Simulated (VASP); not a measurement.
These are PBE GGA, VASP's PBE PAW potentials (set 64) (plane waves; VASP) values and carry that method's errors.

VASP input:

**KPOINTS**
```
K-points
0
Gamma
5 5 5
```

**INCAR**
```
# general
SYSTEM = SiS2
PREC   = Accurate
ENCUT  = 400
LREAL  = .False.   # projection in real space or not
LASPH  = .True.

# electronic loop
EDIFF  = 1E-8
NELM   = 100   # most electronic steps
ALGO   = Normal   # blocked Davidson

# smearing
ISMEAR = 0   # Gaussian
SIGMA  = 0.05

# functional
GGA    = PE   # PBE

# ions
IBRION = 1   # quasi-Newton
NSW    = 30
ISIF   = 2
EDIFFG = -0.001   # ionic stop

# output
LWAVE  = .False.
LCHARG = .False.
```

### POSCAR
```
SiS2
1.0
 -2.7933394599   3.1063540693   5.4732780495
  2.7933394599  -3.1063540693   5.4732780495
  2.7933394599   3.1063540693  -5.4732780495
Si S
2 4
Direct
  1.0000000000   0.7500000000   0.7500000000
  1.0000000000   0.2500000000   0.2500000000
  0.7093322450   0.8944492448   0.8148830002
  0.0795662446   0.3944492448   0.6851169998
  0.9204337554   0.6055507552   0.3148830002
  0.2906677550   0.1055507552   0.1851169998
```

POTCAR, in this order: Si S (PBE.64 set). Program: vasp_std.

### Question
What will the output report for the number of irreducible k-points (NKPTS), largest plane-wave count, number of space-group operations, FFT grid (NGX, NGY, NGZ)?

### Answer

| Quantity | Value |
|---|---|
| number of irreducible k-points (NKPTS) | 27 |
| largest plane-wave count | 3472 |
| number of space-group operations | 8 |
| FFT grid (NGX, NGY, NGZ) | 48 × 48 × 48 |

The compound is SiS2 in the sg72 structure. This run relaxes the ions in a fixed cell. Symmetry was kept, so distortions that lower it aren't found. The start is the result of an earlier pass.
